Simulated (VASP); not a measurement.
Calculation: r2SCAN meta-GGA, VASP's PBE PAW potentials (set 64) (plane waves; VASP).

VASP ran on this input.

**POSCAR**
```
C
1
    2.1812560000     0.0000000000     0.0000000000
   -1.0906280000     1.8890230000     0.0000000000
    0.0000000000     0.0000000000    16.7386750000
C
2
Direct
  0.6666670000   0.3333330000   0.5220650000
  0.3333330000   0.6666670000   0.4779350000
```

### KPOINTS
```
Automatic
0
G
  12 12 1
```

**INCAR**
```
ENCUT = 520   ! plane-wave cut-off (eV)
EDIFFG = -0.01   ! ionic stop
SIGMA = 0.05
ISMEAR = 0   ! Gaussian
METAGGA = R2SCAN
LREAL = F
NELM = 100
ISIF = 4   ! ions and shape, fixed volume
LMIXTAU = T
IBRION = 2
LWAVE = F
EDIFF = 1E-6   ! SCF stop (eV)
PREC = Accurate
LCHARG = F
SYSTEM = C
NSW = 60
LASPH = T   ! aspherical one-centre terms
ALGO = Normal   ! blocked Davidson
```

POTCAR, in this order: C (PBE.64 set). Program: vasp_std.

The run wrote:

File OSZICAR:
```
...
DAV:   6    -0.197573219332E+02    0.31425E-03   -0.22292E-04   360   0.173E-01    0.793E-03
DAV:   7    -0.197575182238E+02   -0.19629E-03   -0.32845E-04   336   0.204E-01    0.574E-03
DAV:   8    -0.197577710742E+02   -0.25285E-03   -0.11163E-04   304   0.128E-01    0.375E-03
DAV:   9    -0.197577150765E+02    0.55998E-04   -0.15217E-04   320   0.171E-01    0.241E-03
DAV:  10    -0.197578442939E+02   -0.12922E-03   -0.74588E-05   376   0.105E-01    0.304E-03
DAV:  11    -0.197576325654E+02    0.21173E-03   -0.59359E-05   384   0.120E-01    0.195E-03
DAV:  12    -0.197578608130E+02   -0.22825E-03   -0.44766E-05   312   0.812E-02    0.141E-03
DAV:  13    -0.197578942720E+02   -0.33459E-04   -0.13790E-05   328   0.489E-02    0.453E-04
DAV:  14    -0.197578940386E+02    0.23334E-06   -0.46182E-07   344   0.111E-02
   4 F= -.19757894E+02 E0= -.19757502E+02  d E =-.614947E+01
       N       E                     dE             d eps       ncg     rms          rms(c)
DAV:   1    -0.199236121648E+02   -0.16572E+00   -0.16001E+01   304   0.388E+01    0.142E+00
DAV:   2    -0.198864510724E+02    0.37161E-01   -0.18587E-01   384   0.416E+00    0.878E-01
DAV:   3    -0.198098744702E+02    0.76577E-01   -0.88495E-02   480   0.256E+00    0.307E-01
DAV:   4    -0.198089675702E+02    0.90690E-03   -0.22301E-02   424   0.163E+00    0.169E-01
DAV:   5    -0.198111238609E+02   -0.21563E-02   -0.88861E-03   376   0.986E-01    0.722E-02
DAV:   6    -0.198137718865E+02   -0.26480E-02   -0.51506E-03   304   0.655E-01    0.298E-02
DAV:   7    -0.198133439239E+02    0.42796E-03   -0.32985E-03   336   0.563E-01    0.200E-02
DAV:   8    -0.198151268228E+02   -0.17829E-02   -0.32501E-03   320   0.666E-01    0.127E-02
DAV:   9    -0.198147948177E+02    0.33201E-03   -0.23849E-03   328   0.580E-01    0.104E-02
DAV:  10    -0.198107041267E+02    0.40907E-02   -0.26973E-03   344   0.623E-01    0.678E-03
DAV:  11    -0.198156294717E+02   -0.49253E-02   -0.27962E-03   392   0.580E-01    0.682E-03
DAV:  12    -0.198163468619E+02   -0.71739E-03   -0.21110E-04   416   0.177E-01    0.375E-03
DAV:  13    -0.198162686782E+02    0.78184E-04   -0.52192E-05   312   0.861E-02    0.210E-03
DAV:  14    -0.198163024438E+02   -0.33766E-04   -0.12373E-05   344   0.493E-02    0.179E-03
DAV:  15    -0.198163151365E+02   -0.12693E-04   -0.32500E-06   392   0.247E-02    0.632E-04
DAV:  16    -0.198163194860E+02   -0.43495E-05   -0.10142E-06   336   0.117E-02    0.246E-04
DAV:  17    -0.198163189857E+02    0.50031E-06   -0.92162E-07   304   0.166E-02
   5 F= -.19816319E+02 E0= -.19815927E+02  d E =-.584249E-01
       N       E                     dE             d eps       ncg     rms          rms(c)
DAV:   1    -0.198369155137E+02   -0.20596E-01   -0.12708E+00   304   0.111E+01    0.413E-01
DAV:   2    -0.198258109021E+02    0.11105E-01   -0.13790E-02   344   0.108E+00    0.245E-01
DAV:   3    -0.198266455063E+02   -0.83460E-03   -0.70955E-03   336   0.771E-01    0.759E-02
DAV:   4    -0.198254199201E+02    0.12256E-02   -0.34597E-03   304   0.691E-01    0.448E-02
DAV:   5    -0.198285727141E+02   -0.31528E-02   -0.19275E-03   304   0.528E-01    0.167E-02
DAV:   6    -0.198283337149E+02    0.23900E-03   -0.31942E-04   304   0.188E-01    0.826E-03
DAV:   7    -0.198274530570E+02    0.88066E-03   -0.58375E-04   304   0.291E-01    0.621E-03
DAV:   8    -0.198284481727E+02   -0.99512E-03   -0.39118E-04   304   0.246E-01    0.574E-03
DAV:   9    -0.198286514216E+02   -0.20325E-03   -0.10699E-04   304   0.105E-01    0.324E-03
DAV:  10    -0.198286717968E+02   -0.20375E-04   -0.62983E-05   304   0.104E-01    0.443E-03
DAV:  11    -0.198286947326E+02   -0.22936E-04   -0.52966E-05   304   0.921E-02    0.261E-03
DAV:  12    -0.198286909956E+02    0.37370E-05   -0.98886E-06   304   0.320E-02    0.823E-04
DAV:  13    -0.198286978246E+02   -0.68290E-05   -0.90350E-07   384   0.111E-02    0.748E-04
DAV:  14    -0.198286974993E+02    0.32535E-06   -0.16719E-07   464   0.564E-03
   6 F= -.19828697E+02 E0= -.19828306E+02  d E =-.708035E-01
       N       E                     dE             d eps       ncg     rms          rms(c)
DAV:   1    -0.198522403092E+02   -0.23542E-01   -0.11573E+00   304   0.982E+00    0.523E-01
DAV:   2    -0.198244175217E+02    0.27823E-01   -0.22973E-02   336   0.138E+00    0.329E-01
DAV:   3    -0.198348628277E+02   -0.10445E-01   -0.22845E-02   344   0.119E+00    0.775E-02
DAV:   4    -0.198328475169E+02    0.20153E-02   -0.53851E-03   352   0.752E-01    0.610E-02
DAV:   5    -0.198332605593E+02   -0.41304E-03   -0.14980E-03   408   0.387E-01    0.182E-02
DAV:   6    -0.198340990468E+02   -0.83849E-03   -0.84026E-04   320   0.283E-01    0.119E-02
DAV:   7    -0.198336195367E+02    0.47951E-03   -0.74736E-04   344   0.278E-01    0.103E-02
DAV:   8    -0.198306967114E+02    0.29228E-02   -0.13615E-03   320   0.422E-01    0.479E-03
DAV:   9    -0.198346049047E+02   -0.39082E-02   -0.11377E-03   304   0.351E-01    0.465E-03
DAV:  10    -0.198347321074E+02   -0.12720E-03   -0.68126E-05   416   0.967E-02    0.413E-03
DAV:  11    -0.198347184865E+02    0.13621E-04   -0.41262E-05   416   0.680E-02    0.296E-03
DAV:  12    -0.198346641798E+02    0.54307E-04   -0.51535E-05   320   0.919E-02    0.175E-03
DAV:  13    -0.198348116449E+02   -0.14747E-03   -0.31318E-05   336   0.763E-02    0.791E-04
DAV:  14    -0.198348120007E+02   -0.35576E-06   -0.14222E-06   376   0.149E-02
   7 F= -.19834812E+02 E0= -.19834420E+02  d E =-.611450E-02
       N       E                     dE             d eps       ncg     rms          rms(c)
DAV:   1    -0.198356235981E+02   -0.81195E-03   -0.34675E-02   312   0.171E+00    0.915E-02
DAV:   2    -0.198348537924E+02    0.76981E-03   -0.63213E-04   328   0.213E-01    0.559E-02
DAV:   3    -0.198349078938E+02   -0.54101E-04   -0.49571E-04   352   0.193E-01    0.125E-02
DAV:   4    -0.198337617611E+02    0.11461E-02   -0.34122E-04   304   0.237E-01    0.979E-03
DAV:   5    -0.198349781734E+02   -0.12164E-02   -0.29676E-04   304   0.219E-01    0.273E-03
DAV:   6    -0.198350885909E+02   -0.11042E-03   -0.32695E-05   312   0.652E-02    0.209E-03
DAV:   7    -0.198350886855E+02   -0.94636E-07   -0.78125E-06   360   0.268E-02
   8 F= -.19835089E+02 E0= -.19834697E+02  d E =-.639119E-02
       N       E                     dE             d eps       ncg     rms          rms(c)
DAV:   1    -0.198350935204E+02   -0.49295E-05   -0.29940E-04   344   0.162E-01    0.868E-03
DAV:   2    -0.198350999657E+02   -0.64453E-05   -0.50122E-06   336   0.229E-02    0.548E-03
DAV:   3    -0.198350842987E+02    0.15667E-04   -0.78144E-06   304   0.255E-02    0.119E-03
DAV:   4    -0.198350961233E+02   -0.11825E-04   -0.72922E-06   304   0.276E-02    0.113E-03
DAV:   5    -0.198351007199E+02   -0.45966E-05   -0.10568E-06   304   0.933E-03    0.530E-04
DAV:   6    -0.198350992682E+02    0.14517E-05   -0.35729E-07   304   0.720E-03    0.449E-04
DAV:   7    -0.198350976302E+02    0.16380E-05   -0.10086E-06   304   0.116E-02    0.385E-04
DAV:   8    -0.198351002555E+02   -0.26252E-05   -0.74595E-07   376   0.910E-03    0.249E-04
DAV:   9    -0.198351011769E+02   -0.92143E-06   -0.78590E-08   304   0.283E-03
   9 F= -.19835101E+02 E0= -.19834709E+02  d E =-.640368E-02
       N       E                     dE             d eps       ncg     rms          rms(c)
DAV:   1    -0.198351601539E+02   -0.59898E-04   -0.63266E-03   304   0.781E-01    0.275E-02
DAV:   2    -0.198350989009E+02    0.61253E-04   -0.66869E-05   328   0.775E-02    0.167E-02
DAV:   3    -0.198351042565E+02   -0.53557E-05   -0.33692E-05   328   0.523E-02    0.554E-03
DAV:   4    -0.198351056834E+02   -0.14269E-05   -0.12510E-05   312   0.361E-02    0.321E-03
DAV:   5    -0.198351021147E+02    0.35688E-05   -0.55887E-06   304   0.256E-02    0.132E-03
DAV:   6    -0.198351216654E+02   -0.19551E-04   -0.27263E-06   304   0.208E-02    0.582E-04
DAV:   7    -0.198351222280E+02   -0.56256E-06   -0.86385E-07   336   0.933E-03
  10 F= -.19835122E+02 E0= -.19834730E+02  d E =-.210511E-04
```

OUTCAR:
```
------------------------ aborting loop because EDIFF is reached ----------------------------------------
  FORCE on cell =-STRESS in cart. coord.  units (eV):
  Direction    XX          YY          ZZ          XY          YZ          ZX
  --------------------------------------------------------------------------------------
  Total       -0.0556323     -0.0556323     -0.0283371      0.0000000      0.0000000      0.0000000
  in kB       -1.2923275     -1.2923273     -0.6582646      0.0000000      0.0000000      0.0000000
  external PRESSURE =      -1.0809731 kB  Pullay stress =       0.0000000 kB
  volume of cell :       68.97
      direct lattice vectors                 reciprocal lattice vectors
     2.457694080  0.000000000  0.000000000     0.406885466  0.234915450 -0.000000000
    -1.228847040  2.128425352 -0.000000000    -0.000000000  0.469830901 -0.000000000
    -0.000000000  0.000000000 13.184956926    -0.000000000  0.000000000  0.075844010
 POSITION                                       TOTAL-FORCE (eV/Angst)
 -----------------------------------------------------------------------------------
      1.22885      0.70947      6.59267         0.000000     -0.000000     -0.006977
     -0.00000      1.41895      6.59228        -0.000000      0.000000      0.006977
 -----------------------------------------------------------------------------------
    total drift:                                0.000000     -0.000000      0.000000
  FREE ENERGIE OF THE ION-ELECTRON SYSTEM (eV)
  ---------------------------------------------------
  free  energy   TOTEN  =       -19.8351222280 eV

  energy  without entropy=      -19.8343386315  energy(sigma->0) =      -19.83473043

 reached required accuracy - stopping structural energy minimisation
```
(Selected blocks of OUTCAR.)

### CONTCAR
```
C
   1.00000000000000
     2.4576940798360738    0.0000000000000000    0.0000000000000000
    -1.2288470399180369    2.1284253515219484   -0.0000000000000000
    -0.0000000000000000    0.0000000000000000   13.1849569261335038
  C
     2
Direct
     0.6666669999999968    0.3333330000000032    0.5000148800877252
     0.3333330000000032    0.6666669999999968    0.4999851199122747
```

File OUTCAR:
```
 val. band max:       -1.9801747300   @ k =   0.3333   0.3333   0.0000

 cond. band min:      -1.9801222394   @ k =   0.3333   0.3333   0.0000


 Fermi energy:        -1.9801484848

 k-point     1 :       0.0000    0.0000    0.0000
  band No.  band energies     occupation
      1     -22.8316      2.00000
      2     -10.1128      2.00000
      3      -5.2116      2.00000
      4      -5.2115      2.00000
      5       1.6327      0.00000
      6       2.6904      0.00000
      7       3.1527      0.00000
      8       5.8200      0.00000

 k-point     2 :       0.0833   -0.0000    0.0000
  band No.  band energies     occupation
      1     -22.6573      2.00000
      2      -9.9046      2.00000
      3      -5.9165      2.00000
      4      -5.5752      2.00000
      5       1.8599      0.00000
      6       2.9175      0.00000
      7       3.3808      0.00000
      8       6.0438      0.00000

 k-point     3 :       0.1667    0.0000    0.0000
  band No.  band energies     occupation
      1     -22.1361      2.00000
      2      -9.2857      2.00000
      3      -7.6839      2.00000
      4      -6.4251      2.00000
      5       2.5413      0.00000
      6       3.5973      0.00000
      7       4.0649      0.00000
      8       6.7094      0.00000

 k-point     4 :       0.2500    0.0000    0.0000
  band No.  band energies     occupation
      1     -21.2746      2.00000
      2      -9.9331      2.00000
      3      -8.2758      2.00000
      4      -7.3649      2.00000
      5       3.6756      0.00000
      6       4.7079      0.00000
      7       5.2016      0.00000
      8       5.8832      0.00000

 k-point     5 :       0.3333    0.0000    0.0000
  band No.  band energies     occupation
      1     -20.0865      2.00000
      2     -12.2851      2.00000
      3      -8.1464      2.00000
      4      -6.9278      2.00000
      5       3.3139      0.00000
      6       5.2489      0.00000
      7       6.1146      0.00000
...
```

The cell holds a wide vacuum, so values per volume refer to the whole cell.

The cell is a sheet with vacuum, built from a generated structure.
